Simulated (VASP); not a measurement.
TaPbO4, 6 atoms in the cell. Symmetry: Cmmm, No. 65, orthorhombic system. The conventional cell has a = 7.231 Å, b = 7.425 Å, c = 3.230 Å, α = 90.00°, β = 90.00°, γ = 90.00°. Ta (site symmetry mmm) has 6 O at 1.97 to 2.05 Å as nearest neighbours. Pb (site symmetry mmm) is surrounded by 6 O at 2.30 to 2.45 Å. O (site symmetry 2mm) is surrounded by 1 Ta at 1.97 Å. O (site symmetry m2m) is surrounded by 2 Ta at 2.05 Å. The cell was built by a generator and needn't be a form met in nature.

```yaml
Program: VASP 6.6.1
Task: single point
Functional: r2SCAN
Potentials_or_basis: VASP PAW PBE potentials, release 64 (Ta_pv, Pb_d, O)
Cutoff: 520 eV
k_mesh: 6 × 6 × 10
Occupations: gaussian, width 0.1 eV
Spin: no spin polarisation
Further_INCAR_settings: ALGO = Normal; EDIFF = 1e-06; NBANDS = 34
```

Potentials or basis: VASP PAW PBE potentials, release 64 (Ta_pv, Pb_d, O).

Command:

```sh
$ cat potpaw_PBE.64/Ta_pv/POTCAR potpaw_PBE.64/Pb_d/POTCAR potpaw_PBE.64/O/POTCAR > POTCAR
$ mpirun -np 4 vasp_std > vasp.out
```

Hardware: 4 MPI ranks on Intel(R) Xeon(R) 6975P-C (Granite Rapids), on a shared host.

Q: Estimate the wall time of this run.

A: It took 92 s on 4 MPI ranks on Intel(R) Xeon(R) 6975P-C (Granite Rapids), on a shared host, peak memory 0.34 GiB a rank. Counts: scf iterations 20, k points 78.
